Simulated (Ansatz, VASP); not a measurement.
# One calculation of Ni3Bi, two programs

The input INCAR:

```
  PREC = Accurate
  ENCUT = 520
  EDIFF = 1E-7
  ISMEAR = 0
  SIGMA = 0.1
  LREAL = False
  LASPH = True
  NELM = 150
  ALGO = Normal
  ISIF = 2
  LWAVE = False
  LCHARG = True
  ISPIN = 2
  MAGMOM = 0.08 0.08 0.08 0.01
  LORBIT = 11
  LMAXMIX = 4
  GGA = CA
  LELF = True
  LVHAR = True
  NBANDS = 34
```

The input KPOINTS:

```
regular mesh
0
Gamma
  4 4 4
```

The input POSCAR:

```
Ni3Bi
1.0
    3.8220070000      0.0000000000      0.0000000000
    0.0000000000      3.8220070000      0.0000000000
    0.0000000000      0.0000000000      3.8220070000
Ni Bi
3 1
Direct
    0.0000000000      0.5000000000      0.5000000000
    0.5000000000      0.0000000000      0.5000000000
    0.5000000000      0.5000000000      0.0000000000
    0.0000000000      0.0000000000      0.0000000000
```

Input for Ansatz:

```yaml
crystal:
  lattice:
    - [3.822007, 0.0, 0.0]
    - [0.0, 3.822007, 0.0]
    - [0.0, 0.0, 3.822007]
  atoms:
    - { symbol: Ni, position: [0.0, 0.5, 0.5], spin: 0.08 }
    - { symbol: Ni, position: [0.5, 0.0, 0.5], spin: 0.08 }
    - { symbol: Ni, position: [0.5, 0.5, 0.0], spin: 0.08 }
    - { symbol: Bi, position: [0.0, 0.0, 0.0], spin: 0.01 }
basis:
  ecutwfc: 420
kpoints:
  mp_grid: { grid: [4, 4, 4] }
hamiltonian:
  xc: lda
scf:
  occupations: { method: gaussian, width: 0.1 }
  lower_state_search: "off"
output:
  forces: true
  stress: true
  eigenvalues: true
  populations: true
magnetization:
  spin_polarized: true
```

Alike in both runs: task single point; functional LDA; k mesh 4 × 4 × 4; occupations gaussian, width 0.1 eV; collinear spin.

|  | VASP | Ansatz |
| --- | --- | --- |
| version | VASP 6.6.1 | Ansatz 0.2.0 |
| potentials or method | VASP PAW LDA potentials, release 64 (Ni, Bi_d) | scalar-relativistic, plane waves, PAW |
| plane-wave cutoff (eV) | 520 | 420 |
| valence electrons in the cell | 45 | 69 |

VASP gave:

```
gap on the k mesh at the Fermi level (eV) : none
pressure (GPa)                            : -10.7
net moment per atom (μB)                  : 0.00
```

Task: Which values does Ansatz return?

Result: gap on the k mesh at the Fermi level (eV): none; pressure (GPa): -11.0; net moment per atom (μB): 0.00.

A gap of «none» marks a metal or a gap that the smearing closes. The two sets of potentials don't hold the same shells in valence. Ansatz warned: «seeded_moment_not_kept».

Caveats: the k mesh is coarse (spacing up to 0.41 Å⁻¹), so the values aren't converged; spin-orbit coupling is left out, which moves the levels of the heavy elements.
